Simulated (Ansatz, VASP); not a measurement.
## Si91Ge23 (amorphous Si0.8Ge0.2) in two plane-wave programs

Wanted: the spread between two codes on one cell, functional and k mesh. The cell is taken from a series of runs on this material, whose earlier steps may have relaxed, scaled, displaced or heated it; both programs get it as it stands.

Calculated with Ansatz 0.2.0; plane waves, with VASP 6.6.1 beside it; single point at PBE.

### 1. Starting point

The cell holds 114 atoms: 91 Si and 23 Ge. Cell: a = 13.398 Å, b = 13.370 Å, c = 13.296 Å, α = 87.6°, β = 92.0°, γ = 93.8°. As first built, before any earlier steps moved the atoms (in the runner's words): 114 atoms (91 Si, 23 Ge) placed at random at 2.89 g/cm^3, melted at 3500 K for 10 ps at fixed volume with the Tersoff potential (Tersoff, Phys. Rev. B 39, 5566 (1989)). Quenched from 3100 K to 500 K at 50 K/ps and fixed volume, held 5 ps, then minimised at fixed cell.

### 2. Ansatz: single point, PBE

Ansatz runs on its default PAW (the set named soft_2) files.

With cell and atoms fixed, the geometry can't cause a difference; cores, projectors, grids and the points listed under the comparison can.

File input.yaml:

```yaml
crystal:
  lattice:
    - [13.38811, -0.44582, -0.23262]
    - [-0.44582, 13.3598, 0.27892]
    - [-0.23262, 0.27892, 13.2914]
  atoms:
    - { symbol: Si, position: [0.79797, 0.74366, 0.64621] }
    - { symbol: Si, position: [0.6179, 0.01415, 0.15727] }
    - { symbol: Si, position: [0.85319, 0.85258, 0.7837] }
    - { symbol: Si, position: [0.79159, 0.48166, 0.50779] }
    - { symbol: Si, position: [0.46814, 0.65631, 0.58538] }
    - { symbol: Si, position: [0.27895, 0.3644, 0.18666] }
    - { symbol: Si, position: [0.79049, 0.34048, 0.24149] }
    - { symbol: Si, position: [0.65818, 0.35747, 0.47341] }
    - { symbol: Si, position: [0.08189, 0.71922, 0.6467] }
    - { symbol: Si, position: [0.29018, 0.58062, 0.79741] }
    - { symbol: Si, position: [0.35002, 0.21816, 0.1322] }
    - { symbol: Si, position: [0.28119, 0.7149, 0.04465] }
    - { symbol: Si, position: [0.38976, 0.50597, 0.16867] }
    - { symbol: Si, position: [0.04768, 0.06488, 0.89792] }
    - { symbol: Si, position: [0.93796, 0.12205, 0.30986] }
    - { symbol: Si, position: [0.03101, 0.06461, 0.59645] }
    - { symbol: Si, position: [0.01993, 0.37296, 0.11637] }
    - { symbol: Si, position: [0.76464, 0.64999, 0.89372] }
    - { symbol: Si, position: [0.93023, 0.29425, 0.98132] }
    - { symbol: Si, position: [0.12478, 0.78385, 0.05104] }
    - { symbol: Si, position: [0.07995, 0.50167, 0.4815] }
    - { symbol: Si, position: [0.75337, 0.80118, 0.39086] }
    - { symbol: Si, position: [0.27531, 0.20163, 0.57615] }
    - { symbol: Si, position: [0.06377, 0.33573, 0.43276] }
    - { symbol: Si, position: [0.04635, 0.63739, 0.99199] }
    - { symbol: Si, position: [0.29819, 0.65708, 0.62244] }
    - { symbol: Si, position: [0.92647, 0.84766, 0.41022] }
    - { symbol: Si, position: [0.23073, 0.44353, 0.70668] }
    - { symbol: Si, position: [0.40612, 0.83934, 0.00045] }
    - { symbol: Si, position: [0.1352, 0.29924, 0.75072] }
[... 78 atom lines left out ...]
    - { symbol: Ge, position: [0.7869, 0.51171, 0.01219] }
    - { symbol: Ge, position: [0.89688, 0.29594, 0.52981] }
    - { symbol: Ge, position: [0.50009, 0.70232, 0.25582] }
    - { symbol: Ge, position: [0.9497, 0.53421, 0.11011] }
    - { symbol: Ge, position: [0.93631, 0.08444, 0.7481] }
    - { symbol: Ge, position: [0.55435, 0.11215, 0.59755] }
kpoints:
  mp_grid: { grid: [1, 1, 1] }
hamiltonian:
  xc: pbe
scf:
  occupations: { method: gaussian, width: 0.05 }
output:
  forces: true
  stress: true
  populations: true
  dos:
    method: { smearing: { sigma: 0.1 } }
    de: 0.1
    projected: { site_lists: { Ge: [Ge], Si: [Si] } }
  eigenvalues: true
  write_density: true
  write_potential: true
  volumetric_format: npy
  elf: true
```

Run with:

```console
$ ansatz run input.yaml --threads 8 --pin off --max-ram 15872MiB --backend cpu --events-out ev --progress --plain --runs-dir out
```

Numbers of over 12 decimals in the logs are rounded to 6 here.

What it wrote:

```text
Engine: ansatz 0.2.0, aarch64-unknown-linux-gnu
Pseudopotentials: kind: paw
Pseudopotential: Si, paw, valence charge 4, recommended cutoff 420 eV (normal), Si.paw.azcp
Pseudopotential: Ge, paw, valence charge 14, recommended cutoff 420 eV (normal), Ge.paw.azcp
Functional definition: PBE
  parameter kappa = 0.804
  parameter beta = 0.066725
  exchange = pbe_x(kappa = kappa, mu = beta*pi^2/3)
  correlation = pbe_c(beta = beta)
Crystal: 114 atoms, lattice volume = 2372.984 Å³
Basis set: ecut = 420 eV, 46399 PW (Γ), exchange–correlation on 180×180×180 points (8 copies of the dense FFT grid, shifted against one another)
Bands: 457, of which v1, the nominal top of the filled ones, is band 343 counted from 1 (342 counted from 0)
Symmetry: 1 space group operations
Space group: P1 (ITA 1), of the structure as read, at distance tolerance 1.3e-4 Å
k-points: 1
Non-local potential: Si, projectors of the file, l = 0: 2, l = 1: 2, l = 2: 2
Non-local potential: Ge, projectors of the file, l = 0: 2, l = 1: 2, l = 2: 3, l = 3: 1
PAW form: soft (Blöchl's): semilocal exchange-correlation on the pseudo side does not see the compensation charge
PAW one-centre angular grid: Si, 110 points (default); XC on 64 Gauss nodes
PAW one-centre angular grid: Ge, 590 points (default); XC on 64 Gauss nodes
Initial density: superposition of atomic densities (neutral atoms: chi_scale 0, normalization atom), corrected by the library's trained network
Initial wavefunctions: pseudopotential atomic-orbital guess
Functional: x = pbe(κ = 0.804, μ = 0.219515), c = pbe(β = 0.066725)
SCF iter   1: F=—  HF=-156614.759413 eV  |F-HF|=—  |Δ(HF+E_count)|=         —  Δρ=3.42e-3  dr2=8.46e-1  ethr=1.77e-3  ⟨swp⟩=6.0  Hψ=1915  notcnv=0  defer=39
preconditioner: auto → Resta (q_TF=auto, 2.219 Å⁻¹)  ε∞=5.6  [insulator: Δε(μ)=0.269 eV  Ē_g=7.614 eV  σ=0.050 eV  W_gap=1.00  n_scr=446 (ndim 8)  ℏωp=16.3 eV  f_vac=0.008  D(μ)=0.03/eV (n_scr^D=0)  ε∞_Penn≈5.6]
SCF iter   2: F=—  HF=-156614.654060 eV  |F-HF|=—  |Δ(HF+E_count)|=   1.05e-1  Δρ=1.86e-3  dr2=1.65e-1  ethr=1.23e-4  ⟨swp⟩=1.0  Hψ=526  notcnv=0  defer=63
SCF iter   3: F=—  HF=-156614.634581 eV  |F-HF|=—  |Δ(HF+E_count)|=   1.95e-2  Δρ=4.76e-4  dr2=7.36e-3  ethr=2.41e-5  ⟨swp⟩=3.0  Hψ=842  notcnv=0  defer=63
SCF iter   4: F=—  HF=-156614.633904 eV  |F-HF|=—  |Δ(HF+E_count)|=   6.76e-4  Δρ=1.94e-4  dr2=1.29e-3  ethr=1.07e-6  ⟨swp⟩=2.0  Hψ=693  notcnv=0  defer=63
SCF iter   5: F=—  HF=-156614.634158 eV  |F-HF|=—  |Δ(HF+E_count)|=   2.54e-4  Δρ=7.79e-5  dr2=2.97e-4  ethr=1.88e-7  ⟨swp⟩=2.0  Hψ=693  notcnv=0  defer=63
SCF iter   6: F=—  HF=-156614.634483 eV  |F-HF|=—  |Δ(HF+E_count)|=   3.25e-4  Δρ=2.33e-5  dr2=3.72e-5  ethr=4.33e-8  ⟨swp⟩=2.0  Hψ=578  notcnv=0  defer=63
SCF iter   7: F=—  HF=-156614.634582 eV  |F-HF|=—  |Δ(HF+E_count)|=   9.90e-5  Δρ=8.04e-6  dr2=4.80e-6  ethr=5.42e-9  ⟨swp⟩=2.0  Hψ=686  notcnv=0  defer=107
SCF iter   8: F=—  HF=-156614.634588 eV  |F-HF|=—  |Δ(HF+E_count)|=   6.15e-6  Δρ=3.01e-6  dr2=6.26e-7  ethr=7.00e-10  ⟨swp⟩=2.0  Hψ=694  notcnv=0  defer=107
SCF iter   9: F=-156614.634589 eV  HF=-156614.634589 eV  |F-HF|=2.66e-8  |Δ(HF+E_count)|=   7.03e-7  Δρ=1.51e-6  dr2=7.63e-8  ethr=1.46e-11  ⟨swp⟩=18.0  Hψ=4790  notcnv=0
SCF 1 converged in 9 iterations: F = -156614.634589 eV  dr2 = 7.63e-8
  greatest PAW one-centre occupation: 0.998 electrons in one spin orbital (limit 2), on the Ge atom at site 109 (counted from 0), in its partial waves of l = 2
SCF converged after 9 iterations
Free energy (F): -156614.634589 eV
Harris-Foulkes:  -156614.634589 eV  (|F-HF|=2.66e-8)
Internal energy: -156614.634444 eV  (E = F + TS)
E sigma→0 (E₀):  -156614.634516 eV
Entropy (-TS):   -0.000145 eV (-0.001 meV/atom)
Fermi energy:    6.804068 eV
--- Per-component energies (eV) ---
  E_band       = -3392.493369
  E_kinetic    = 6178.621331
  E_local      = -77536.746192  (includes V_loc(G=0)·N_el)
  E_nonlocal   = 11963.944170
  E_hartree    = 34552.887674
  E_xc         = -6740.700891
  E_vxc        = -5713.159783  (∫ρ·V_xc dr)
  E_paw        = -93094.392999  (= ΣΔE_a)
  E_vpaw       = -7390.934298  (= ΣTr[D̂ρ^β])
  E_aug_tail   = 0.007491  (compensation charges beyond the density's cutoff)
  E_ewald      = -31938.255026
  E_smearing   = -0.000145  (= −TS)
  E_closure    = 0.000000  (closes the sum)
  Σ components = -156614.634589   (vs F -156614.634589, Δ=0.00e0)
--- Forces (eV/Å), atoms counted from 1 ---
  atom   1  Si     0.00386620     0.00082835     0.00153643
  atom   2  Si    -0.00368310     0.00849362    -0.00701692
  atom   3  Si    -0.00698032     0.00205698     0.00551706
  atom   4  Si    -0.00036819     0.00667328     0.00062000
  atom   5  Si     0.00585547    -0.00137919    -0.00360009
  atom   6  Si     0.00333713    -0.00121178     0.01632090
  atom   7  Si    -0.00356079    -0.00395543     0.00188061
  atom   8  Si     0.00412454    -0.00504278     0.00397862
[...]
atom  87  Si    -0.00363388     0.00071803    -0.00075479
  atom  88  Si     0.01345120    -0.01219920     0.00024702
  atom  89  Si     0.00127619     0.00038076     0.00372574
  atom  90  Si     0.00085358    -0.00359536    -0.00370412
  atom  91  Si     0.00573652    -0.00062140    -0.00301739
  atom  92  Ge    -0.01599050    -0.00536540     0.00663558
  atom  93  Ge    -0.00272598     0.00076198     0.00599716
  atom  94  Ge     0.00268367     0.00826543    -0.00492744
  atom  95  Ge     0.00081585     0.00610219     0.00043013
  atom  96  Ge     0.00152736    -0.00334741    -0.00096440
  atom  97  Ge     0.00271415    -0.00413223     0.00602520
  atom  98  Ge     0.00152803     0.00399149     0.00611608
  atom  99  Ge     0.00568030     0.00410709    -0.00403020
  atom 100  Ge    -0.00071380    -0.00113654    -0.00119042
  atom 101  Ge     0.00328386    -0.00914028    -0.01765150
  atom 102  Ge     0.00242381     0.00316725    -0.00000013
[...]
atom 107  Ge     0.00043035    -0.00419340     0.00182928
  atom 108  Ge    -0.00420731     0.00670484     0.00319780
  atom 109  Ge     0.00216294    -0.00164911    -0.00097589
  atom 110  Ge    -0.00106185    -0.00255318    -0.00025647
  atom 111  Ge    -0.00024749     0.01669186     0.00318907
  atom 112  Ge     0.00610751    -0.00302897    -0.00087617
  atom 113  Ge     0.00910102     0.00374562    -0.00018301
  atom 114  Ge     0.00348229    -0.00185527     0.00058620
  max |Σ_I F_I| component: 1.57e-5 eV/Å
--- Stress (GPa, compression-positive) ---
       -0.031899      -0.005379      -0.019569
       -0.005379      -0.008883      -0.007181
       -0.019569      -0.007181       0.031281
  P = ⅓ Tr σ = -0.0032 GPa (-0.032 kbar)
--- Band table (eV) ---
  k-point 0: bands = [... 339 lower, 6.4100, 6.5091, 6.5622, 6.6819, 6.9263, 6.9620, 7.0501, 7.1166, ... 110 higher]
--- Löwdin populations: 114 sites ---
  site symbol       q [e]
     0     Si      3.9445
     1     Si      3.9234
     2     Si      3.9051
     3     Si      3.9552
     4     Si      3.9524
     5     Si      3.8830
     6     Si      3.9869
     7     Si      3.9181
     8     Si      3.9256
     9     Si      3.9574
    10     Si      3.9267
    11     Si      3.9539
    12     Si      3.9117
    13     Si      3.9316
    14     Si      3.9779
    15     Si      3.9637
    16     Si      3.9402
    17     Si      3.9100
    18     Si      3.9335
    19     Si      3.9693
    20     Si      3.9784
    21     Si      3.9031
    22     Si      3.9412
    23     Si      3.9226
[...]
106     Ge     14.0133
   107     Ge     14.0196
   108     Ge     14.0100
   109     Ge     13.9769
   110     Ge     13.9836
   111     Ge     14.0133
   112     Ge     14.0004
   113     Ge     14.0240
  spilling = 0.007019 (of n_electrons = 686.000000)
```

The column dr2 measures how far the density is from self-consistency, as an energy; F and HF (Harris–Foulkes) agree once it is small.

### 3. VASP: single point, PBE

The same cell, functional, mesh and smearing now go to VASP, with its own data sets.

Lines of VASP's logs that name or quote its potential files are left out, and so is its time.

File INCAR:

```
SYSTEM = Si91Ge23
PREC = Accurate
ENCUT = 500
EDIFF = 1E-06
NELM = 120
ISMEAR = 0
SIGMA = 0.05
LREAL = Auto
ALGO = Normal
GGA = PE
NBANDS = 432
LORBIT = 11
LWAVE = .FALSE.
LCHARG = .FALSE.
ISIF = 2
LASPH = .TRUE.
GGA_COMPAT = .FALSE.
EFERMI = MIDGAP
NCORE = 4
```

File POSCAR:

```
Si91Ge23
1.0
   13.3881100000     -0.4458200000     -0.2326200000
   -0.4458200000     13.3598000000      0.2789200000
   -0.2326200000      0.2789200000     13.2914000000
Si Ge
91 23
Direct
    0.7979700000      0.7436600000      0.6462100000
    0.6179000000      0.0141500000      0.1572700000
    0.8531900000      0.8525800000      0.7837000000
    0.7915900000      0.4816600000      0.5077900000
    0.4681400000      0.6563100000      0.5853800000
    0.2789500000      0.3644000000      0.1866600000
    0.7904900000      0.3404800000      0.2414900000
    0.6581800000      0.3574700000      0.4734100000
    0.0818900000      0.7192200000      0.6467000000
    0.2901800000      0.5806200000      0.7974100000
    0.3500200000      0.2181600000      0.1322000000
    0.2811900000      0.7149000000      0.0446500000
    0.3897600000      0.5059700000      0.1686700000
    0.0476800000      0.0648800000      0.8979200000
    0.9379600000      0.1220500000      0.3098600000
    0.0310100000      0.0646100000      0.5964500000
    0.0199300000      0.3729600000      0.1163700000
    0.7646400000      0.6499900000      0.8937200000
    0.9302300000      0.2942500000      0.9813200000
    0.1247800000      0.7838500000      0.0510400000
    0.0799500000      0.5016700000      0.4815000000
    0.7533700000      0.8011800000      0.3908600000
    0.2753100000      0.2016300000      0.5761500000
    0.0637700000      0.3357300000      0.4327600000
    0.0463500000      0.6373900000      0.9919900000
    0.2981900000      0.6570800000      0.6224400000
    0.9264700000      0.8476600000      0.4102200000
    0.2307300000      0.4435300000      0.7066800000
    0.4061200000      0.8393400000      0.0004500000
    0.1352000000      0.2992400000      0.7507200000
[... 78 atom lines left out ...]
    0.7869000000      0.5117100000      0.0121900000
    0.8968800000      0.2959400000      0.5298100000
    0.5000900000      0.7023200000      0.2558200000
    0.9497000000      0.5342100000      0.1101100000
    0.9363100000      0.0844400000      0.7481000000
    0.5543500000      0.1121500000      0.5975500000
```

File KPOINTS:

```
Automatic mesh
0
Gamma
1 1 1
0 0 0
```

The projector-augmented-wave data sets are Si and Ge_d (PBE family, release 64).

Run with:

```console
$ mpirun -np 16 vasp_gam
```

What it wrote:

```text
[banner, memory and clock lines left out]
running   16 mpi-ranks, on    1 nodes
[...]
LDA part: xc-table for (Slater+PW92), standard interpolation
 POSCAR, INCAR and KPOINTS ok, starting setup
[...]
entering main loop
       N       E                     dE             d eps       ncg     rms          rms(c)
DAV:   1     0.123813548170E+05    0.12381E+05   -0.23561E+05  1056   0.273E+03
DAV:   2     0.224615525467E+04   -0.10135E+05   -0.97273E+04   864   0.801E+02
DAV:   3    -0.190927186701E+03   -0.24371E+04   -0.22707E+04   992   0.240E+02
DAV:   4    -0.556815106716E+03   -0.36589E+03   -0.34697E+03  1104   0.944E+01
[...]
DAV:  16    -0.568854919845E+03   -0.14083E-04   -0.25434E-05   928   0.142E-02    0.407E-03
DAV:  17    -0.568854922971E+03   -0.31258E-05   -0.31304E-06   904   0.985E-03    0.221E-03
DAV:  18    -0.568854923659E+03   -0.68819E-06   -0.13582E-06   696   0.305E-03
   1 F= -.56885492E+03 E0= -.56885485E+03  d E =-.141547E-03
```

OUTCAR, selected parts (step 3):

```text
  FREE ENERGIE OF THE ION-ELECTRON SYSTEM (eV)
  ---------------------------------------------------
  free  energy   TOTEN  =      -568.8549236589 eV

  energy  without entropy=     -568.8547821123  energy(sigma->0) =     -568.85485289
```

The run ends at a pressure of -0.09 GPa, with forces up to 0.045 eV/Å.

### 4. Side by side

Known differences besides the potentials themselves: the cutoff is 420 eV in Ansatz and 500 eV in VASP (PREC = Accurate, projectors in real space). Total energies have different zeros and are not compared.

Compared:

```
              quantity  Ansatz   VASP  difference
        pressure (GPa)    0.00  -0.09       +0.09
gap on the k mesh (eV)   0.244  0.245       0.000
```

At this near-relaxed geometry the largest component of a force difference is 12 meV/Å. A gap on the mesh is an upper bound, since the band edges may lie between its points.

### 5. Outcome

```
difference in gap on the k mesh (single point, PBE) : -3.9e-4 eV
```

**Reading.** The difference in gap on the k mesh is -3.9e-4 eV (single point, PBE), within the 0.08 eV picked in this series as the mark of a large difference. Such differences can come from data sets, numerical settings and the points named under the comparisons, not from the functional's error against experiment.

[Lines on the potential files, build, host, timing and source positions are cut from VASP's logs without a mark.]

[Logs are printed without paths, hosts, clocks, repeated set-up lines and the standing remarks that a program may print on its own settings, such as how far it seeks lower states.]

[Hosts, paths, dates, database ids (printed as entryN), source tags and the programs' standing remarks are cut or masked in the printed files.]
